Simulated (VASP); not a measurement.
# Gap, carriers and strain in BiP (F-43m)

The runs below take BiP at its given cell and follow the band edges through several levels. The cell is generated by rule, not measured, and may not be a known phase.

Method: PBE; plane waves and PAW (Bi_d, P), in the first sound run; inputs show where later runs differ, in VASP 6.6.1.

This is a report of a sequence of runs, with most program output left out.

The structure was built from a prototype and need not be the compound's stable phase.

## 1. Starting point

Symmetry: F-43m, No. 216, cubic system. The conventional cell has a = 5.958 Å, b = 5.958 Å, c = 5.958 Å, α = 90.00°, β = 90.00°, γ = 90.00°. Bi has 4 P at 2.58 Å nearest. Nearest to P lie 4 Bi at 2.58 Å. Farther neighbours are not listed.

Coordinates:

```cif
data_structure
_symmetry_space_group_name_H-M 'P 1'
_symmetry_Int_Tables_number 1
_cell_length_a 4.2131
_cell_length_b 4.2131
_cell_length_c 4.2131
_cell_angle_alpha 60.000
_cell_angle_beta 60.000
_cell_angle_gamma 60.000
_cell_volume 52.88
loop_
_atom_site_label
_atom_site_type_symbol
_atom_site_fract_x
_atom_site_fract_y
_atom_site_fract_z
_atom_site_occupancy
Bi1 Bi 0.00000 0.00000 0.00000 1
P2 P 0.25000 0.25000 0.25000 1
```

## 2. Relaxation of the atoms

The cell is kept as given; the atoms are relaxed first, so that no residual force shifts the band edges.

The input, INCAR:

```
SYSTEM = BiP
PREC = Accurate
ENCUT = 400
EDIFF = 1E-06
NELM = 100
ISMEAR = 0
SIGMA = 0.02
LREAL = .FALSE.
ALGO = Normal
GGA = PE
NBANDS = 16
LORBIT = 11
LWAVE = .FALSE.
LCHARG = .FALSE.
KPAR = 4
IBRION = 2
NSW = 40
ISIF = 2
EDIFFG = -0.005
```

The input, POSCAR:

```
BiP
1.0
    0.0000000000      2.9791300000      2.9791300000
    2.9791300000      0.0000000000      2.9791300000
    2.9791300000      2.9791300000      0.0000000000
Bi P
1 1
Direct
    0.0000000000      0.0000000000      0.0000000000
    0.2500000000      0.2500000000      0.2500000000
```

The input, KPOINTS:

```
Automatic mesh
0
Gamma
8 8 8
0 0 0
```

PAW data sets: Bi_d and P (PBE family, release 64).

The run is started by

```sh
mpirun -np 4 vasp_std
```

The job ended after 7.2 s (4 MPI ranks of AMD EPYC 7R43, shared host; peak memory 0.5 GiB).

The k-mesh is coarse for a metal. The run keeps the 24 symmetry operations of its start, so it cannot find a distortion of lower symmetry.

The forces vanish from the start, and no atom moves.

This step gave:

| Item | Value |
| --- | --- |
| SCF cycles | 12 |
| electrons | 20 |
| bands | 16 |
| irreducible k-points | 29 |
| symmetry operations | 24 |
| free energy (TOTEN) | -7.795 eV |
| energy at zero smearing | -7.795 eV |
| Fermi energy | 6.998 eV |
| pressure | 18.62 GPa |
| metallic | yes |

## 3. Bands on a dense mesh

A dense even mesh and a path are solved together, since either alone can miss a band edge.

INCAR, as its differences from that of step 2:

```diff
@@ -10,3 +10,3 @@
 GGA = PE
-NBANDS = 16
+NBANDS = 22
 LORBIT = 11
@@ -15,5 +15,2 @@
 KPAR = 4
-IBRION = 2
-NSW = 40
 ISIF = 2
-EDIFFG = -0.005
```

POSCAR is that of step 2.

The input, KPOINTS:

```
Automatic mesh
0
Gamma
12 12 12
0 0 0
```

The input, KPOINTS_OPT:

```
Line mode
24
Line-mode
Reciprocal
  0.00000000   0.00000000   0.00000000 GAMMA
  0.50000000   0.00000000   0.50000000 X

  0.50000000   0.00000000   0.50000000 X
  0.50000000   0.25000000   0.75000000 W

  0.50000000   0.25000000   0.75000000 W
  0.37500000   0.37500000   0.75000000 K

  0.37500000   0.37500000   0.75000000 K
  0.00000000   0.00000000   0.00000000 GAMMA

  0.00000000   0.00000000   0.00000000 GAMMA
  0.50000000   0.50000000   0.50000000 L

  0.50000000   0.50000000   0.50000000 L
  0.62500000   0.25000000   0.62500000 U

  0.62500000   0.25000000   0.62500000 U
  0.50000000   0.25000000   0.75000000 W

  0.50000000   0.25000000   0.75000000 W
  0.50000000   0.50000000   0.50000000 L

  0.50000000   0.50000000   0.50000000 L
  0.37500000   0.37500000   0.75000000 K

  0.62500000   0.25000000   0.62500000 U
  0.50000000   0.00000000   0.50000000 X
```

The run is started by

```sh
mpirun -np 4 vasp_std
```

Wall time 60 s (4 MPI ranks); peak memory 0.75 GiB; 3.9 min of CPU time.

Numbers from this step:

```
bands                   : 22
irreducible k-points    : 72
free energy (TOTEN)     : -7.839 eV
energy at zero smearing : -7.839 eV
Fermi energy            : 7.032 eV
pressure                : 18.24 GPa
```

The electronic bands at the labelled points (eV, zero at the Fermi level; # counts the bands kept):

```tsv
point	#1	#2	#3	#4	#5	#6	#7	#8
Γ	-4.89	-2.28	-2.28	-2.28	0.69	0.69	0.69	4.32
0.48 of the way	-7.71	-3.78	-3.78	-0.76	-0.19	3.03	3.03	4.73
X	-11.06	-4.76	-4.76	-0.99	-0.88	6.07	6.07	6.44
0.48 of the way	-11.03	-5.06	-4.99	-0.32	-0.01	4.71	4.81	6.92
W	-11.00	-5.35	-5.22	0.67	2.12	2.19	3.55	7.09
0.52 of the way	-10.85	-5.55	-4.75	-0.10	1.46	3.46	4.08	6.27
K	-10.77	-5.63	-4.39	-0.76	1.40	4.46	4.48	5.36
0.52 of the way	-7.98	-4.39	-2.94	-1.16	1.57	1.65	2.57	5.69
Γ	-4.89	-2.28	-2.28	-2.28	0.69	0.69	0.69	4.32
0.52 of the way	-7.69	-3.01	-3.01	-2.32	1.63	1.63	2.49	6.02
L	-9.80	-3.43	-3.43	-2.69	1.93	1.93	4.75	6.35
0.52 of the way	-10.04	-5.18	-3.87	-0.92	1.75	2.94	4.10	6.24
U	-10.77	-5.63	-4.39	-0.76	1.40	4.46	4.48	5.36
0.52 of the way	-10.86	-5.54	-4.81	0.00	1.48	3.35	4.01	6.37
W	-11.00	-5.35	-5.22	0.67	2.12	2.19	3.55	7.09
0.52 of the way	-10.08	-5.22	-4.03	-0.63	1.59	2.92	4.28	5.82
L	-9.80	-3.43	-3.43	-2.69	1.93	1.93	4.75	6.35
0.52 of the way	-10.04	-5.18	-3.87	-0.92	1.75	2.94	4.10	6.24
K	-10.77	-5.63	-4.39	-0.76	1.40	4.46	4.48	5.36
jump to U	-10.77	-5.63	-4.39	-0.76	1.40	4.46	4.48	5.36
0.48 of the way	-11.02	-5.16	-4.65	-0.89	-0.08	5.21	5.48	6.38
X	-11.06	-4.76	-4.76	-0.99	-0.88	6.07	6.07	6.44
```

Of the projections kept (Bi, P), the largest for each band there; the rest of the weight can lie on other orbitals:

```tsv
point	#1	#2	#3	#4	#5	#6	#7	#8
Γ	P 0.51	P 0.58	P 0.58	P 0.58	Bi 0.80	Bi 0.80	Bi 0.80	Bi 0.77
X	P 0.82	Bi 0.53	Bi 0.53	P 0.59	Bi 0.73	Bi 0.58	Bi 0.58	P 0.82
W	P 0.83	Bi 0.59	Bi 0.52	P 0.72	Bi 0.76	P 0.67	Bi 0.99	P 0.60
K	P 0.66	Bi 0.57	Bi 0.53	Bi 0.52	P 0.57	Bi 0.71	Bi 0.60	P 0.55
Γ	P 0.51	P 0.58	P 0.58	P 0.58	Bi 0.80	Bi 0.80	Bi 0.80	Bi 0.77
L	Bi 0.50	P 0.51	Bi 0.50	Bi 0.52	Bi 0.72	Bi 0.72	P 0.70	P 0.68
```

At 18.2 GPa the cell is away from the equilibrium volume of this level: left free, it would expand.

## 4. Bands with spin-orbit coupling

This step: PBE, spin-orbit coupling; plane waves and PAW (Bi_d, P); invented cell (VASP 6.6.1).

Spin-orbit coupling can split and shift the band edges, more so for heavy elements, so the bands are solved again with spinors.

INCAR, as its differences from that of step 3:

```diff
@@ -10,3 +10,8 @@
 GGA = PE
-NBANDS = 22
+LNONCOLLINEAR = .TRUE.
+MAGMOM = 0 0 0 0 0 0
+NBANDS = 32
+GGA_COMPAT = .FALSE.
+LASPH = .TRUE.
+LSORBIT = .TRUE.
 LORBIT = 11
```

POSCAR is that of step 3.

The input, KPOINTS:

```
Automatic mesh
0
Gamma
8 8 8
0 0 0
```

KPOINTS_OPT, as its differences from that of step 3:

```diff
@@ -1,3 +1,3 @@
 Line mode
-24
+16
 Line-mode
```

The run is started by

```sh
mpirun -np 4 vasp_ncl
```

Wall time 1.9 min (4 MPI ranks); peak memory 1.1 GiB; 7.7 min of CPU time.

LASPH is on here and off in the session's scalar semilocal runs, so a comparison with those holds both changes.

Numbers from this step:

```yaml
scf_cycles: 13
bands: 32
irreducible_k_points: 43
free_energy_toten: -8.477 eV
energy_at_zero_smearing: -8.477 eV
fermi_energy: 6.944 eV
pressure: 18.94 GPa
```

The spin moment in the PAW sphere vanishes on all atoms.

On-site spin-orbit energy by atom:

```tsv
atom	on-site spin-orbit energy (eV)
Bi1	-1.43
P2	0.00
```

The electronic bands at the labelled points (eV, zero at the Fermi level; # counts the bands kept):

```tsv
point	#5	#6	#7	#8	#9	#10	#11	#12
Γ	-2.00	-2.00	-2.00	-2.00	-0.03	-0.03	1.25	1.25
0.47 of the way	-3.39	-3.39	-0.66	-0.66	-0.17	-0.17	2.66	2.66
X	-4.41	-4.41	-0.90	-0.90	-0.78	-0.78	5.46	5.46
0.53 of the way	-4.74	-4.72	-0.18	-0.09	0.07	0.46	3.97	4.46
W	-4.98	-4.93	0.75	0.78	1.42	2.22	2.31	2.72
0.47 of the way	-4.85	-4.55	-0.01	0.19	1.32	1.69	3.01	3.59
K	-4.37	-4.24	-0.70	-0.66	1.31	1.58	3.80	4.33
0.53 of the way	-2.97	-2.77	-1.28	-0.97	0.97	1.43	1.94	2.04
Γ	-2.00	-2.00	-2.00	-2.00	-0.03	-0.03	1.25	1.25
0.53 of the way	-2.70	-2.68	-2.18	-2.18	1.21	1.21	2.12	2.14
L	-3.08	-3.08	-2.55	-2.55	1.65	1.65	2.31	2.31
0.47 of the way	-3.81	-3.66	-1.09	-0.85	1.68	1.70	2.79	2.88
U	-4.37	-4.24	-0.70	-0.66	1.31	1.58	3.80	4.33
0.47 of the way	-4.77	-4.48	-0.17	0.04	1.32	1.65	3.15	3.73
W	-4.98	-4.93	0.75	0.78	1.42	2.22	2.31	2.72
0.47 of the way	-4.28	-3.89	-0.51	-0.22	1.40	1.86	2.90	3.06
L	-3.08	-3.08	-2.55	-2.55	1.65	1.65	2.31	2.31
0.47 of the way	-3.81	-3.66	-1.09	-0.85	1.68	1.70	2.79	2.88
K	-4.37	-4.24	-0.70	-0.66	1.31	1.58	3.80	4.33
jump to U	-4.37	-4.24	-0.70	-0.66	1.31	1.58	3.80	4.33
0.53 of the way	-4.54	-4.45	-0.81	-0.81	-0.29	-0.01	4.81	5.14
X	-4.41	-4.41	-0.90	-0.90	-0.78	-0.78	5.46	5.46
```

Of the projections kept (Bi, P), the largest for each band there; the rest of the weight can lie on other orbitals:

```tsv
point	#5	#6	#7	#8	#9	#10	#11	#12
Γ	P 0.65	P 0.65	P 0.65	P 0.65	Bi 0.54	Bi 0.54	Bi 0.88	Bi 0.88
X	Bi 0.50	Bi 0.50	P 0.59	P 0.59	Bi 0.72	Bi 0.72	Bi 0.55	Bi 0.55
W	Bi 0.57	Bi 0.51	P 0.72	P 0.72	Bi 0.75	P 0.68	P 0.66	Bi 0.77
K	Bi 0.53	Bi 0.51	Bi 0.54	Bi 0.50	P 0.54	P 0.60	Bi 0.59	Bi 0.63
Γ	P 0.65	P 0.65	P 0.65	P 0.65	Bi 0.54	Bi 0.54	Bi 0.88	Bi 0.88
L	P 0.55	P 0.55	Bi 0.51	Bi 0.51	Bi 0.63	Bi 0.63	Bi 0.78	Bi 0.78
```

## 5. Orbitals for bands with HSE06

This step: PBE; plane waves and PAW (Bi_d, P); invented cell (VASP 6.6.1).

The hybrid starts from PBE orbitals, which saves many expensive cycles.

The input, INCAR:

```
SYSTEM = BiP
PREC = Accurate
ENCUT = 400
EDIFF = 1E-05
NELM = 100
ISMEAR = 0
SIGMA = 0.02
LREAL = .FALSE.
ALGO = Normal
GGA = PE
NBANDS = 16
LORBIT = 11
LWAVE = .TRUE.
LCHARG = .FALSE.
KPAR = 4
```

POSCAR is that of step 4.

The input, KPOINTS:

```
Automatic mesh
0
Gamma
4 4 4
0 0 0
```

The run is started by

```sh
mpirun -np 4 vasp_std
```

Wall time 3.4 s (4 MPI ranks); peak memory 0.44 GiB.

Numbers from this step:

| Quantity | Value |
| --- | --- |
| SCF cycles | 11 |
| bands | 16 |
| irreducible k-points | 8 |
| free energy (TOTEN) | -8.080 eV |
| energy at zero smearing | -8.079 eV |
| Fermi energy | 6.820 eV |
| pressure | 16.40 GPa |

The run ends at a pressure of 16.40 GPa.

## 6. Bands with HSE06

This step: HSE06; plane waves and PAW (Bi_d, P); invented cell (VASP 6.6.1).

A quarter of screened exact exchange corrects much of the semilocal gap error; its cost forces a coarser mesh.

The input, INCAR:

```
SYSTEM = BiP
PREC = Accurate
ENCUT = 400
EDIFF = 1E-06
NELM = 100
ISMEAR = 0
SIGMA = 0.02
LREAL = .FALSE.
ALGO = Normal
LHFCALC = .TRUE.
AEXX = 0.25
GGA = PE
HFSCREEN = 0.2
LASPH = .TRUE.
NBANDS = 16
PRECFOCK = Fast
LORBIT = 11
LWAVE = .FALSE.
LCHARG = .FALSE.
KPAR = 4
ISIF = 2
```

POSCAR is that of step 5.

KPOINTS is that of step 5.

KPOINTS_OPT, as its differences from that of step 4:

```diff
@@ -1,3 +1,3 @@
 Line mode
-16
+8
 Line-mode
```

The WAVECAR or CHGCAR of an earlier step is read.

The run is started by

```sh
mpirun -np 4 vasp_std
```

Elapsed: 6 min, on 4 MPI ranks; peak memory 0.94 GiB.

The k-mesh is coarse for exact exchange; in a metal the Fermi energy and the levels can shift by several tenths of an eV on a finer one. The PAW data sets were made with PBE, which is usual practice but a small mismatch for other functionals.

Numbers from this step:

```yaml
scf_cycles: 10
free_energy_toten: -9.756 eV
energy_at_zero_smearing: -9.756 eV
fermi_energy: 6.783 eV
pressure: 14.81 GPa
```

The electronic bands at the labelled points (eV, zero at the Fermi level; # counts the bands kept):

```tsv
point	#1	#2	#3	#4	#5	#6	#7	#8
Γ	-5.28	-2.59	-2.59	-2.59	1.04	1.04	1.04	4.83
0.43 of the way	-8.11	-4.03	-4.03	-0.72	-0.03	3.21	3.21	5.37
X	-12.45	-5.31	-5.31	-1.02	-0.77	6.95	6.95	7.20
0.43 of the way	-12.43	-5.60	-5.56	-0.38	0.02	5.67	5.68	7.75
W	-12.38	-5.98	-5.87	0.93	2.59	2.63	4.03	7.98
0.43 of the way	-12.19	-6.18	-5.45	0.29	1.89	3.79	4.48	7.30
K	-12.04	-6.31	-4.91	-0.71	1.78	5.10	5.22	5.99
0.43 of the way	-9.60	-5.45	-3.59	-0.93	2.38	2.54	3.12	6.37
Γ	-5.28	-2.59	-2.59	-2.59	1.04	1.04	1.04	4.83
0.57 of the way	-8.90	-3.46	-3.46	-2.54	2.14	2.14	3.31	6.61
L	-10.91	-3.85	-3.85	-2.90	2.37	2.37	5.42	7.04
0.43 of the way	-11.07	-5.49	-4.20	-1.17	2.11	3.17	4.97	7.22
U	-12.04	-6.31	-4.91	-0.71	1.78	5.10	5.22	5.99
0.57 of the way	-12.19	-6.18	-5.45	0.29	1.89	3.79	4.48	7.30
W	-12.38	-5.98	-5.87	0.93	2.59	2.63	4.03	7.98
0.43 of the way	-11.38	-6.07	-4.77	-0.17	2.01	3.50	5.05	6.07
L	-10.91	-3.85	-3.85	-2.90	2.37	2.37	5.42	7.04
0.43 of the way	-11.07	-5.49	-4.20	-1.17	2.11	3.17	4.97	7.22
K	-12.04	-6.31	-4.91	-0.71	1.78	5.10	5.22	5.99
jump to U	-12.04	-6.31	-4.91	-0.71	1.78	5.10	5.22	5.99
0.57 of the way	-12.42	-5.66	-5.24	-0.89	-0.18	6.14	6.49	7.29
X	-12.45	-5.31	-5.31	-1.02	-0.77	6.95	6.95	7.20
```

Of the projections kept (Bi, P), the largest for each band there; the rest of the weight can lie on other orbitals:

```tsv
point	#1	#2	#3	#4	#5	#6	#7	#8
Γ	Bi 0.51	P 0.58	P 0.58	P 0.58	Bi 0.81	Bi 0.81	Bi 0.81	Bi 0.77
X	P 0.82	Bi 0.53	Bi 0.53	P 0.56	Bi 0.74	Bi 0.58	Bi 0.58	P 0.82
W	P 0.83	Bi 0.59	Bi 0.52	P 0.70	Bi 0.77	P 0.67	Bi 1.00	P 0.59
K	P 0.56	Bi 0.56	Bi 0.52	Bi 0.53	P 0.55	Bi 0.71	Bi 0.61	P 0.54
Γ	Bi 0.51	P 0.58	P 0.58	P 0.58	Bi 0.81	Bi 0.81	Bi 0.81	Bi 0.77
L	Bi 0.54	P 0.51	P 0.51	Bi 0.54	Bi 0.73	Bi 0.73	P 0.69	P 0.69
```

## 7. Summary of results

| Quantity | Value |
| --- | --- |
| gap, PBE | none |
| gap with spin-orbit coupling | none |
| gap, HSE06 without spin-orbit coupling | none |

At this level the bands overlap or touch. Masses were not obtained, since there is no gap at this level. The strain response was not obtained, since there is no gap at this level.

[Lines on the potential files, build, host, timing and source positions are cut from VASP's logs without a mark.]

[Logs are printed without paths, hosts, clocks, repeated set-up lines and the standing remarks that a program may print on its own settings, such as how far it seeks lower states.]

[Hosts, paths, dates, database ids (printed as entryN), source tags and the programs' standing remarks are cut or masked in the printed files.]

[In band tables of VASP the shares of atoms and orbitals are scaled to a sum of 1 inside the atoms' spheres.]

[Gaps and slopes under strain along one axis are those of the sampled path and mesh points; where strain splits equal valleys, another of them can be the edge.]
